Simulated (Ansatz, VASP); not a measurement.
**ZrSi2N4: VASP beside Ansatz**

Wanted: the spread between two codes on one cell, functional and k mesh. The structure shown is the start of the Ansatz relaxation below; VASP solves that cell, so the two are compared at the walk's first step.

Main program and level: Ansatz 0.2.0; plane waves, with VASP 6.6.1 beside it; single point at PBEsol.

### 1. Set-up

The cell holds 7 atoms: 1 Zr, 4 N and 2 Si. Its edges and angles: a = 3.004 Å, b = 3.004 Å, c = 41.300 Å, α = 90.0°, β = 90.0°, γ = 120.0°. Vacuum lies along c.

Structure file:

```xyz
7
Lattice="3.0036 0.0000 0.0000 -1.5018 2.6012 0.0000 0.0000 0.0000 41.3000" Properties=species:S:1:pos:R:3
Zr    0.0000    0.0000   20.6500
N     0.0000    1.7341   22.1305
N     1.5018    0.8671   19.1695
N     1.5018    0.8671   24.1641
N     0.0000    1.7341   17.1359
Si    0.0000    1.7341   23.8479
Si    1.5018    0.8671   17.4521
```

### 2. Ansatz: relaxation, PBEsol

Ansatz runs on its PAW soft_1 files.

The two programs are compared at the cell with which this relaxation starts, whose forces are those of its first step.

input.yaml reads:

```yaml
crystal:
  lattice:
    - [3.00357355, 0.0, 0.0]
    - [-1.501786775, 2.6011709964, 0.0]
    - [0.0, 0.0, 41.3]
  atoms:
    - { symbol: Zr, position: [0.0, 0.0, 0.5] }
    - { symbol: "N", position: [0.3333333333, 0.6666666667, 0.5358478499] }
    - { symbol: "N", position: [0.6666666667, 0.3333333333, 0.4641521501] }
    - { symbol: Si, position: [0.3333333333, 0.6666666667, 0.577431385] }
    - { symbol: Si, position: [0.6666666667, 0.3333333333, 0.422568615] }
    - { symbol: "N", position: [0.6666666667, 0.3333333333, 0.5850882316] }
    - { symbol: "N", position: [0.3333333333, 0.6666666667, 0.4149117684] }
  periodic: [true, true, false]
kpoints:
  mp_grid: { grid: [9, 9, 1] }
hamiltonian:
  xc: pbesol
  pseudopotentials: { kind: paw, azcp: { folder: soft_1 }, xc_functional: pbe }
scf:
  occupations: { method: fermi_dirac, width: 0.02 }
relax:
  f_tol: 0.01
  max_steps: 100
  cell: {}
```

Run with:

```bash
$ ansatz run input.yaml --threads 8 --pin off --max-ram 17510MiB --backend cpu --events-out ev --progress --plain --runs-dir out
```

Numbers of over 12 decimals in the logs are rounded to 6 here.

The log of the run:

```text
Engine: ansatz 0.2.0, x86_64-unknown-linux-gnu
Pseudopotentials: kind: paw
Pseudopotential: Zr, paw, valence charge 12, recommended cutoff 420 eV (normal), soft_1/Zr.paw.azcp
Pseudopotential: N, paw, valence charge 5, recommended cutoff 420 eV (normal), soft_1/N.paw.azcp
Pseudopotential: Si, paw, valence charge 4, recommended cutoff 420 eV (normal), soft_1/Si.paw.azcp
Functional definition: PBEsol
  exchange = pbesol_x
  correlation = pbesol_c
Crystal: 7 atoms, lattice volume = 322.669 Å³
Basis set: ecut = 420 eV, 6103 PW (Γ), exchange–correlation on 48×48×576 points (8 copies of the dense FFT grid, shifted against one another)
Bands: 27, of which v1, the nominal top of the filled ones, is band 20 counted from 1 (19 counted from 0)
Symmetry: 12 space group operations
Space group: P-3m1 (ITA 164), of the structure as read, at distance tolerance 6.9e-5 Å
k-points: 12 of 81
Non-local potential: Zr, projectors of the file, l = 0: 3, l = 1: 2, l = 2: 2, l = 3: 1
Non-local potential: N, projectors of the file, l = 0: 2, l = 1: 2, l = 2: 1
Non-local potential: Si, projectors of the file, l = 0: 2, l = 1: 2, l = 2: 1
PAW form: soft (Blöchl's): semilocal exchange-correlation on the pseudo side does not see the compensation charge
PAW frozen core: Zr, regenerated for the run's functional, and the local potential with it (the file was generated under x = pbe(κ = 0.804, μ = 0.219515), c = pbe(β = 0.066725))
PAW frozen core: N, regenerated for the run's functional, and the local potential with it (the file was generated under x = pbe(κ = 0.804, μ = 0.219515), c = pbe(β = 0.066725))
PAW frozen core: Si, regenerated for the run's functional, and the local potential with it (the file was generated under x = pbe(κ = 0.804, μ = 0.219515), c = pbe(β = 0.066725))
PAW one-centre angular grid: Zr, 590 points (default); XC on 64 Gauss nodes
PAW one-centre angular grid: N, 110 points (default); XC on 64 Gauss nodes
PAW one-centre angular grid: Si, 110 points (default); XC on 64 Gauss nodes
Initial density: superposition of atomic densities (neutral atoms: chi_scale 0, normalization atom)
Initial wavefunctions: pseudopotential atomic-orbital guess
Functional: x = pbesol(κ = 0.804, μ = 0.123457), c = pbesol(β = 0.046)
SCF iter   1: F=—  HF=-6900.325154 eV  |F-HF|=—  |Δ(HF+E_count)|=         —  Δρ=8.58e-2  dr2=2.98e1  ethr=3.10e-3  ⟨swp⟩=14.1  Hψ=2955  notcnv=0
preconditioner: auto → Resta (q_TF=auto, 1.927 Å⁻¹)  ε∞=1.7  [insulator: Δε(μ)=1.929 eV  Ē_g=15.463 eV  σ=0.020 eV  W_gap=1.00  n_scr=24 (ndim 8)  ℏωp=12.7 eV  f_vac=0.728  D(μ)=0.00/eV (n_scr^D=0)  ε∞_Penn≈1.7  vacuum switching on, ρ_ref=1.7e-2 e/Å³]
SCF iter   2: F=—  HF=-6895.741909 eV  |F-HF|=—  |Δ(HF+E_count)|=    4.58e0  Δρ=6.67e-2  dr2=2.81e1  ethr=3.10e-3  ⟨swp⟩=6.0  Hψ=1311  notcnv=0  defer=28
preconditioner: auto → LDOS  [insulator: Δε(μ)=0.064 eV  Ē_g=10.382 eV  σ=0.020 eV  W_gap=0.55  n_scr=24 (ndim 8)  ℏωp=11.7 eV  f_vac=0.735  D(μ)=2.19/eV (n_scr^D=14)  ε∞_Penn≈2.3  β→1.0]
SCF iter   3: F=—  HF=-6892.311734 eV  |F-HF|=—  |Δ(HF+E_count)|=    3.43e0  Δρ=1.45e-2  dr2=7.25e-1  ethr=3.10e-3  ⟨swp⟩=4.8  Hψ=961  notcnv=0  defer=25
SCF iter   4: F=—  HF=-6892.194190 eV  |F-HF|=—  |Δ(HF+E_count)|=   1.18e-1  Δρ=3.59e-3  dr2=9.31e-2  ethr=1.81e-3  ⟨swp⟩=2.8  Hψ=610  notcnv=0  defer=25
SCF iter   5: F=—  HF=-6892.181341 eV  |F-HF|=—  |Δ(HF+E_count)|=   1.28e-2  Δρ=1.01e-3  dr2=9.24e-3  ethr=2.33e-4  ⟨swp⟩=4.6  Hψ=813  notcnv=0  defer=27
SCF iter   6: F=—  HF=-6892.181090 eV  |F-HF|=—  |Δ(HF+E_count)|=   2.52e-4  Δρ=3.11e-4  dr2=2.56e-4  ethr=2.31e-5  ⟨swp⟩=4.0  Hψ=707  notcnv=0  defer=27
SCF iter   7: F=—  HF=-6892.181372 eV  |F-HF|=—  |Δ(HF+E_count)|=   2.82e-4  Δρ=8.77e-5  dr2=4.52e-5  ethr=6.41e-7  ⟨swp⟩=3.8  Hψ=865  notcnv=0  defer=27
SCF iter   8: F=—  HF=-6892.181432 eV  |F-HF|=—  |Δ(HF+E_count)|=   5.93e-5  Δρ=2.55e-5  dr2=2.96e-6  ethr=1.13e-7  ⟨swp⟩=3.3  Hψ=696  notcnv=0  defer=27
SCF iter   9: F=—  HF=-6892.181438 eV  |F-HF|=—  |Δ(HF+E_count)|=   6.36e-6  Δρ=7.32e-6  dr2=3.02e-7  ethr=7.40e-9  ⟨swp⟩=3.2  Hψ=656  notcnv=0  defer=27
SCF iter  10: F=-6892.181438 eV  HF=-6892.181438 eV  |F-HF|=1.30e-7  |Δ(HF+E_count)|=   3.31e-7  Δρ=1.99e-6  dr2=1.44e-8  ethr=2.50e-10  ⟨swp⟩=7.2  Hψ=1576  notcnv=0
SCF 1 converged in 10 iterations: F = -6892.181438 eV  dr2 = 1.44e-8
  greatest PAW one-centre occupation: 0.996 electrons in one spin orbital (limit 2), on the Zr atom at site 0 (counted from 0), in its partial waves of l = 0
relax step   1: F+E_penalty+E_count = -6892.18143833 eV  Δ(F+E_penalty+E_count) = +0.000e0 eV  max|allowed force component| = 4.007e0 eV/Å  Δτ_max = 0.0000 Å  P = +1.290 N/m  Ω = 322.669 Å³  fix = [c, alpha, beta]  reactions: c +0.000 N/m  (10 SCF iters, dr2 threshold 1.00e-7 eV, accepted)
[...]
relax step   5: F+E_penalty+E_count = -6893.54143830 eV  Δ(F+E_penalty+E_count) = -6.418e-5 eV  max|allowed force component| = 3.998e-3 eV/Å  Δτ_max = 0.0006 Å  P = +0.010 N/m  Ω = 329.065 Å³  energy of the carried Pulay correction = -2.511e-3 eV  fix = [c, alpha, beta]  reactions: c +0.000 N/m  (5 SCF iters, dr2 threshold 1.62e-8 eV, accepted)
[...]
relax step   6: F+E_penalty+E_count = -6893.54438654 eV  Δ(F+E_penalty+E_count) = -2.948e-3 eV  max|allowed force component| = 4.187e-3 eV/Å  Δτ_max = 0.0000 Å  P = +0.092 N/m  Ω = 329.065 Å³  fix = [c, alpha, beta]  reactions: c +0.000 N/m  stress off target by 9.17e-2 N/m on what of the cell is left free  SCF on the basis re-selected at this cell (its energy is not comparable with the rows above)  (7 SCF iters)
[...]
relax step   7: F+E_penalty+E_count = -6893.54435552 eV  Δ(F+E_penalty+E_count) = +3.102e-5 eV  max|allowed force component| = 1.219e-3 eV/Å  Δτ_max = 0.0004 Å  P = +0.005 N/m  Ω = 329.163 Å³  energy of the carried Pulay correction = -3.817e-5 eV  fix = [c, alpha, beta]  reactions: c +0.000 N/m  (5 SCF iters, dr2 threshold 7.25e-9 eV, accepted)
[...]
relax step   8: F+E_penalty+E_count = -6893.54440874 eV  Δ(F+E_penalty+E_count) = -5.322e-5 eV  max|allowed force component| = 1.233e-3 eV/Å  Δτ_max = 0.0000 Å  P = +0.006 N/m  Ω = 329.163 Å³  fix = [c, alpha, beta]  reactions: c +0.000 N/m  stress off target by 6.21e-3 N/m on what of the cell is left free  SCF on the basis re-selected at this cell (its energy is not comparable with the rows above)  (7 SCF iters)
basis re-selected at this cell: Δ(F+E_penalty+E_count) = -5.322e-5 eV, ΔP = +0.001 N/m vs the last step (what re-selecting the basis moved, of the pressure what is left beyond the Pulay correction that the steps carried, after the strain that the cell walked since its last selection, with what the two solves' SCF thresholds leave and, on support functions, any second-order correction that the steps lacked; it is no m [...]
SCF converged after 7 iterations
Free energy (F): -6893.544409 eV
Harris-Foulkes:  -6893.544409 eV  (|F-HF|=5.99e-9)
Internal energy: -6893.544409 eV  (E = F + TS)
E sigma→0 (E₀):  -6893.544409 eV
Fermi energy:    -5.914609 eV
--- Per-component energies (eV) ---
  E_band       = -706.216069
  E_kinetic    = 928.823614
  E_local      = -140563.229465  (includes V_loc(G=0)·N_el)
  E_nonlocal   = 255.818562
  E_hartree    = 69718.355208
  E_xc         = -505.668315
  E_vxc        = -584.094867  (∫ρ·V_xc dr)
  E_paw        = -4398.516818  (= ΣΔE_a)
  E_vpaw       = -180.247826  (= ΣTr[D̂ρ^β])
  E_aug_tail   = 0.003391  (compensation charges beyond the density's cutoff)
  E_ewald      = 67670.528176
  E_core_change = 0.341238  (= ΣΔE_core)
  E_smearing   = -0.000000  (= −TS)
  E_closure    = 0.000000  (closes the sum)
  Σ components = -6893.544409   (vs F -6893.544409, Δ=0.00e0)
--- Forces (eV/Å), atoms counted from 1 ---
  atom   1  Zr     0.00000000    -0.00000000     0.00000000
  atom   2  N      0.00000000    -0.00000000     0.00087872
  atom   3  N      0.00000000     0.00000000    -0.00087872
  atom   4  Si     0.00000000    -0.00000000    -0.00123331
  atom   5  Si    -0.00000000     0.00000000     0.00123331
  atom   6  N      0.00000000     0.00000000     0.00066218
  atom   7  N      0.00000000    -0.00000000    -0.00066218
  max |Σ_I F_I| component: 1.16e-17 eV/Å
--- 2D stress c σ (N/m, compression-positive) ---
        0.006207       0.000000       0.000000
        0.000000       0.006207      -0.000000
        0.000000      -0.000000       0.000000
  P = ½ c Tr σ = 0.0062 N/m
--- Relaxed structure (6 steps of the walk, 6 accepted, 2 SCFs on fresh bases) ---
  F+E_penalty+E_count = -6893.54440874 eV   max|allowed force component| = 1.233e-3 eV/Å   (the final SCF, on the basis selected at the relaxed cell)
  cell:  # Å, volume = 329.1630 Å³
    - [3.033648, 0.0, 0]
    - [-1.516824, 2.627216, 0]
    - [0, 0, 41.3]
  atoms:
    - { symbol: Zr, position: [0, 0, 0.500000] }
    - { symbol: N, position: [0.333333, 0.666667, 0.529921] }
    - { symbol: N, position: [0.666667, 0.333333, 0.470079] }
    - { symbol: Si, position: [0.333333, 0.666667, 0.572123] }
    - { symbol: Si, position: [0.666667, 0.333333, 0.427877] }
    - { symbol: N, position: [0.666667, 0.333333, 0.583625] }
    - { symbol: N, position: [0.333333, 0.666667, 0.416375] }
```

### 3. VASP: single point, PBEsol, start cell

The same cell, functional, mesh and smearing now go to VASP, with its own data sets.

Lines of VASP's logs that name or quote its potential files are left out, and so is its time.

INCAR reads:

```
SYSTEM = ZrSi2N4
PREC = Accurate
ENCUT = 520
EDIFF = 1E-06
NELM = 120
ISMEAR = -1
SIGMA = 0.02
LREAL = .FALSE.
ALGO = Normal
GGA = PS
NBANDS = 27
LASPH = .TRUE.
LORBIT = 11
LWAVE = .FALSE.
LCHARG = .FALSE.
ISIF = 2
LDIPOL = .TRUE.
IDIPOL = 3
DIPOL = 0.5 0.5 0.5
LVHAR = .TRUE.
GGA_COMPAT = .FALSE.
EFERMI = MIDGAP
NELMDL = -8
KPAR = 2
```

POSCAR reads:

```
ZrSi2N4
1.0
    3.0035740000      0.0000000000      0.0000000000
   -1.5017870000      2.6011710000      0.0000000000
    0.0000000000      0.0000000000     41.3000000000
Zr N Si
1 4 2
Direct
    0.0000000000      0.0000000000      0.5000000000
    0.3333333333      0.6666666667      0.5358478450
    0.6666666667      0.3333333333      0.4641521550
    0.6666666667      0.3333333333      0.5850882324
    0.3333333333      0.6666666667      0.4149117676
    0.3333333333      0.6666666667      0.5774313801
    0.6666666667      0.3333333333      0.4225686199
```

KPOINTS reads:

```
Automatic mesh
0
Gamma
9 9 1
0 0 0
```

PAW data sets: Zr_sv, N and Si (PBE family, release 64).

Run with:

```bash
$ mpirun -np 2 vasp_std
```

The log of the run:

```text
[banner, memory and clock lines left out]
running    2 mpi-ranks, on    1 nodes
 distrk:  each k-point on    1 cores,    2 groups
 distr:  one band on    1 cores,    1 groups

 POSCAR found type information on POSCAR ZrN Si
 POSCAR found :  3 types and       7 ions
|                                                                             |
|               ----> ADVICE to this user running VASP <----                  |
|                                                                             |
|     You enforced a specific xc type in the INCAR file but a different       |
|     [... a line on the potential file left out ...]
|     I HOPE YOU KNOW WHAT YOU ARE DOING!                                     |
|                                                                             |

 LDA part: xc-table for (Slater+PW92), standard interpolation
 POSCAR, INCAR and KPOINTS ok, starting setup
 FFT: planning ... GRIDC
 FFT: planning ... GRID_SOFT
 FFT: planning ... GRID
 WAVECAR not read
 entering main loop
       N       E                     dE             d eps       ncg     rms          rms(c)
DAV:   1     0.380999556344E+03    0.38100E+03   -0.17279E+04   728   0.116E+03
DAV:   2    -0.153396396578E+02   -0.39634E+03   -0.38235E+03   955   0.301E+02
DAV:   3    -0.695534237378E+02   -0.54214E+02   -0.53843E+02   933   0.112E+02
DAV:   4    -0.719263219179E+02   -0.23729E+01   -0.23679E+01  1033   0.240E+01
DAV:   5    -0.720275206915E+02   -0.10120E+00   -0.10119E+00   992   0.287E+00
DAV:   6    -0.720287757257E+02   -0.12550E-02   -0.12550E-02   976   0.423E-01
DAV:   7    -0.720288074197E+02   -0.31694E-04   -0.31694E-04   976   0.620E-02
DAV:   8    -0.720288084160E+02   -0.99634E-06   -0.99629E-06   968   0.105E-02    0.266E+01
DAV:   9    -0.628079664715E+02    0.92208E+01   -0.69460E+01   818   0.366E+01    0.130E+01
DAV:  10    -0.622076477528E+02    0.60032E+00   -0.16518E+01   856   0.184E+01    0.862E+00
DAV:  11    -0.616766806921E+02    0.53097E+00   -0.32534E+00   823   0.917E+00    0.239E+00
DAV:  12    -0.616353104724E+02    0.41370E-01   -0.39277E-01   960   0.319E+00    0.881E-01
DAV:  13    -0.616367862233E+02   -0.14758E-02   -0.67266E-02   802   0.134E+00    0.520E-01
DAV:  14    -0.616328212297E+02    0.39650E-02   -0.22085E-02   816   0.781E-01    0.166E-01
[...]
DAV:  22    -0.616346438802E+02   -0.62492E-04   -0.23754E-06   736   0.797E-03    0.437E-03
DAV:  23    -0.616346795021E+02   -0.35622E-04   -0.40606E-06   632   0.763E-03    0.153E-03
DAV:  24    -0.616347011597E+02   -0.21658E-04   -0.79409E-07   623   0.312E-03    0.930E-04
DAV:  25    -0.616347114504E+02   -0.10291E-04   -0.19452E-07   633   0.144E-03    0.961E-04
DAV:  26    -0.616347226673E+02   -0.11217E-04   -0.39948E-07   630   0.134E-03    0.180E-04
DAV:  27    -0.616347249152E+02   -0.22479E-05   -0.34369E-08   591   0.657E-04    0.254E-04
DAV:  28    -0.616347268149E+02   -0.18997E-05   -0.29830E-08   558   0.634E-04    0.108E-04
DAV:  29    -0.616347270190E+02   -0.20418E-06   -0.60481E-09   543   0.334E-04
   1 F= -.61634727E+02 E0= -.61633360E+02  d E =-.273409E-02
```

(Part 1 of 2 ends here.)

[Lines on the potential files, build, host, timing and source positions are cut from VASP's logs without a mark.]

[Logs are printed without paths, hosts, clocks, repeated set-up lines and the standing remarks that a program may print on its own settings, such as how far it seeks lower states.]

[Hosts, paths, dates, database ids (printed as entryN), source tags and the programs' standing remarks are cut or masked in the printed files.]
